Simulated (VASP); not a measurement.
Computed with r2SCAN meta-GGA, VASP's PBE PAW potentials (set 64) (plane waves; VASP 6.6.1).

Input for VASP

### KPOINTS
```
Regular mesh
0
gamma
7 7 4
```

**POSCAR**
```
ZnS
1
    1.9046222633    -3.2989024872     0.0000000000
    1.9046222633     3.2989024872     0.0000000000
    0.0000000000     0.0000000000     6.2415193928
Zn S
2 2
Direct
  0.6666670000   0.3333330000   0.5001992388
  0.3333330000   0.6666670000   0.0001992388
  0.6666670000   0.3333330000   0.8748007612
  0.3333330000   0.6666670000   0.3748007612
```

INCAR:
```
SYSTEM = ZnS
PREC = Accurate
ENCUT = 520
EDIFF = 1E-7
NELM = 100
ALGO = Normal
LREAL = .FALSE.
LASPH = .TRUE.
ISMEAR = 0
SIGMA = 0.05
METAGGA = R2SCAN
LMIXTAU = .TRUE.
LMAXMIX = 4
LWAVE = .FALSE.
LCHARG = .FALSE.
ISIF = 4
IBRION = 2
NSW = 30
EDIFFG = -0.01
```

POTCAR, in this order: Zn S (PBE.64 set). Program: vasp_std.

Output of the run:

File OSZICAR:
```
       N       E                     dE             d eps       ncg     rms          rms(c)
DAV:   1     0.210721744065E+03    0.21072E+03   -0.17945E+04  1056   0.202E+03
DAV:   2    -0.215272721257E+02   -0.23225E+03   -0.22621E+03  1092   0.385E+02
DAV:   3    -0.433812268699E+02   -0.21854E+02   -0.21765E+02  1290   0.121E+02
DAV:   4    -0.438502889712E+02   -0.46906E+00   -0.46862E+00  1230   0.182E+01
DAV:   5    -0.438581935060E+02   -0.79045E-02   -0.79039E-02  1308   0.230E+00    0.105E+01
DAV:   6    -0.396968641652E+02    0.41613E+01   -0.36980E+00  1282   0.532E+01    0.943E+00
DAV:   7    -0.370606286964E+02    0.26362E+01   -0.11968E+00  1080   0.135E+01    0.453E+00
DAV:   8    -0.377274872728E+02   -0.66686E+00   -0.95875E-01  1080   0.735E+00    0.153E+00
DAV:   9    -0.377219461319E+02    0.55411E-02   -0.21545E-01  1092   0.443E+00    0.944E-01
DAV:  10    -0.376523513998E+02    0.69595E-01   -0.88367E-02  1080   0.293E+00    0.470E-01
DAV:  11    -0.377109229394E+02   -0.58572E-01   -0.49828E-02  1098   0.218E+00    0.170E-01
DAV:  12    -0.377153288624E+02   -0.44059E-02   -0.21095E-02  1146   0.120E+00    0.951E-02
DAV:  13    -0.377180370485E+02   -0.27082E-02   -0.14869E-03  1312   0.356E-01    0.390E-02
DAV:  14    -0.377215790550E+02   -0.35420E-02   -0.72779E-03  1104   0.780E-01    0.670E-02
DAV:  15    -0.377227611847E+02   -0.11821E-02   -0.13465E-03  1160   0.436E-01    0.396E-02
DAV:  16    -0.377230228172E+02   -0.26163E-03   -0.31332E-04  1182   0.137E-01    0.738E-03
DAV:  17    -0.377230199058E+02    0.29114E-05   -0.75412E-06  1266   0.271E-02    0.967E-03
DAV:  18    -0.377230224584E+02   -0.25526E-05   -0.50461E-06  1202   0.171E-02    0.236E-03
DAV:  19    -0.377230228568E+02   -0.39844E-06   -0.57920E-07  1164   0.808E-03    0.130E-03
DAV:  20    -0.377230240436E+02   -0.11868E-05   -0.17012E-07   816   0.446E-03    0.567E-04
DAV:  21    -0.377230237404E+02    0.30325E-06   -0.14513E-08   756   0.116E-03    0.349E-04
DAV:  22    -0.377230239491E+02   -0.20872E-06   -0.26949E-08   636   0.227E-03    0.255E-04
DAV:  23    -0.377230239293E+02    0.19842E-07   -0.95154E-09   600   0.984E-04
   1 F= -.37723024E+02 E0= -.37723024E+02  d E =-.377230E+02
```

File OUTCAR:
```
------------------------ aborting loop because EDIFF is reached ----------------------------------------
  FORCE on cell =-STRESS in cart. coord.  units (eV):
  Direction    XX          YY          ZZ          XY          YZ          ZX
  --------------------------------------------------------------------------------------
  Total       -0.0238696     -0.0238696      0.0249107      0.0000000      0.0000000      0.0000000
  in kB       -0.4875924     -0.4875924      0.5088589      0.0000000      0.0000000      0.0000000
  external PRESSURE =      -0.1554420 kB  Pullay stress =       0.0000000 kB
  volume of cell :       78.43
      direct lattice vectors                 reciprocal lattice vectors
     1.904622263 -3.298902487  0.000000000     0.262519246 -0.151565559  0.000000000
     1.904622263  3.298902487  0.000000000     0.262519246  0.151565559  0.000000000
     0.000000000  0.000000000  6.241519393     0.000000000  0.000000000  0.160217399
  FREE ENERGIE OF THE ION-ELECTRON SYSTEM (eV)
  ---------------------------------------------------
  free  energy   TOTEN  =       -37.7230239293 eV

  energy  without entropy=      -37.7230239293  energy(sigma->0) =      -37.72302393

 reached required accuracy - stopping structural energy minimisation
```
(Selected blocks of OUTCAR.)

OUTCAR:
```
 val. band max:        1.9055343727   @ k =   0.0000   0.0000   0.0000

 cond. band min:       4.6927575971   @ k =   0.0000   0.0000   0.0000


 Fermi energy:         2.1552460339

 k-point     1 :       0.0000    0.0000    0.0000
  band No.  band energies     occupation
      1     -11.8371      2.00000
      2     -10.8759      2.00000
      3      -4.6212      2.00000
      4      -4.6078      2.00000
      5      -4.6078      2.00000
      6      -4.5173      2.00000
      7      -4.5173      2.00000
      8      -4.1135      2.00000
      9      -4.1134      2.00000
     10      -4.0360      2.00000
     11      -4.0359      2.00000
     12      -3.8838      2.00000
     13      -3.5513      2.00000
     14       0.9843      2.00000
     15       0.9843      2.00000
     16       1.8288      2.00000
     17       1.9055      2.00000
     18       1.9055      2.00000
     19       4.6928      0.00000
     20       5.5111      0.00000
     21       8.7013      0.00000
     22       8.7014      0.00000

 k-point     2 :       0.1429   -0.0000    0.0000
  band No.  band energies     occupation
      1     -11.6975      2.00000
      2     -10.7994      2.00000
      3      -4.6180      2.00000
      4      -4.5895      2.00000
      5      -4.5800      2.00000
      6      -4.4990      2.00000
      7      -4.4766      2.00000
      8      -4.1320      2.00000
      9      -4.1137      2.00000
     10      -4.1009      2.00000
     11      -4.0294      2.00000
     12      -3.8362      2.00000
     13      -3.3456      2.00000
     14       0.0209      2.00000
     15       0.6725      2.00000
     16       0.8816      2.00000
     17       1.6450      2.00000
     18       1.7324      2.00000
     19       5.5956      0.00000
     20       6.3153      0.00000
     21       8.1971      0.00000
     22       9.0843      0.00000

 k-point     3 :       0.2857   -0.0000    0.0000
  band No.  band energies     occupation
      1     -11.3384      2.00000
...
```

The compound is ZnS in the wurtzite structure, the high-temperature form. It was relaxed first.
